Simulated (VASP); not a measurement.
Output of a VASP run:

### OSZICAR
```
       N       E                     dE             d eps       ncg     rms          rms(c)
DAV:   1     0.680330523602E+02    0.68033E+02   -0.49690E+03   488   0.741E+02
DAV:   2    -0.171567225509E+01   -0.69749E+02   -0.66568E+02   592   0.196E+02
DAV:   3    -0.571572330992E+01   -0.40001E+01   -0.39898E+01   628   0.461E+01
DAV:   4    -0.590119032775E+01   -0.18547E+00   -0.18539E+00   832   0.935E+00
DAV:   5    -0.590259867986E+01   -0.14084E-02   -0.14083E-02   628   0.786E-01    0.296E+00
DAV:   6    -0.581662178177E+01    0.85977E-01   -0.11920E-01   576   0.242E+00    0.213E+00
DAV:   7    -0.580900768499E+01    0.76141E-02   -0.12649E-01   600   0.211E+00    0.854E-01
DAV:   8    -0.581349801807E+01   -0.44903E-02   -0.15069E-02   588   0.994E-01    0.200E-01
DAV:   9    -0.581346993897E+01    0.28079E-04   -0.66911E-04   648   0.164E-01    0.864E-02
DAV:  10    -0.581379185163E+01   -0.32191E-03   -0.45429E-04   556   0.129E-01    0.662E-02
DAV:  11    -0.581379730151E+01   -0.54499E-05   -0.53402E-05   636   0.427E-02    0.100E-02
DAV:  12    -0.581380025758E+01   -0.29561E-05   -0.47207E-06   600   0.211E-02    0.118E-02
DAV:  13    -0.581380028146E+01   -0.23885E-07   -0.65504E-07   444   0.847E-03
   1 F= -.58138003E+01 E0= -.58138003E+01  d E =-.102645E-10
```

File OUTCAR:
```
------------------------ aborting loop because EDIFF is reached ----------------------------------------
  FORCE on cell =-STRESS in cart. coord.  units (eV):
  Direction    XX          YY          ZZ          XY          YZ          ZX
  --------------------------------------------------------------------------------------
  Total       -0.3034152     -0.3034152     -0.3034152      0.0000000      0.0000000     -0.0000000
  in kB       -5.4027027     -5.4027027     -5.4027027      0.0000000      0.0000000     -0.0000000
  external PRESSURE =      -5.4027027 kB  Pullay stress =       0.0000000 kB
  volume of cell :       89.98
      direct lattice vectors                 reciprocal lattice vectors
     0.000000000  3.556605000  3.556605000    -0.140583506  0.140583506  0.140583506
     3.556605000  0.000000000  3.556605000     0.140583506 -0.140583506  0.140583506
     3.556605000  3.556605000  0.000000000     0.140583506  0.140583506 -0.140583506
  FREE ENERGIE OF THE ION-ELECTRON SYSTEM (eV)
  ---------------------------------------------------
  free  energy   TOTEN  =        -5.8138002815 eV

  energy  without entropy=       -5.8138002815  energy(sigma->0) =       -5.81380028
```
(Selected blocks of OUTCAR.)

### POSCAR
```
KI
1
    0.0000000000     3.5566050000     3.5566050000
    3.5566050000     0.0000000000     3.5566050000
    3.5566050000     3.5566050000     0.0000000000
K I
1 1
Direct
  0.0000000000   0.0000000000   0.0000000000
  0.5000000000   0.5000000000   0.5000000000
```

### Question
Write an INCAR and KPOINTS that could have produced this output.

### Answer
One answer among several that fit: the input of the run itself, PBEsol GGA, plane waves, VASP's PBE PAW potentials (set 64).

**INCAR**
```
# general
SYSTEM =KI
PREC   =Accurate
ENCUT  =300
LREAL  =.False.
LASPH  =.True.   # aspherical one-centre terms

# electronic loop
EDIFF  =1E-6   # SCF stop (eV)
NELM   =100   # most electronic steps
ALGO   =Normal
LMAXMIX=4

# smearing
ISMEAR =-1   # Fermi-Dirac
SIGMA  =0.05   # width (eV)

# functional
GGA    =PS   # PBEsol

# ions
ISIF   =2   # forces and stress, cell fixed

# output
LWAVE  =.False.
LCHARG =.False.
```

**KPOINTS**
```
Automatic mesh
0
Gamma
7 7 7
0 0 0
```

POTCAR, in this order: K_sv I (PBE.64 set). Program: vasp_std.

At this cut-off the stress carries a Pulay error, which pulls relaxed volumes low.

The structure comes from a computed database's KI entry; how it stands against other phases isn't given here. The cell was not relaxed at this level. The run is one of a series of settings (GGA = PS against the base run), some of them coarse on purpose.
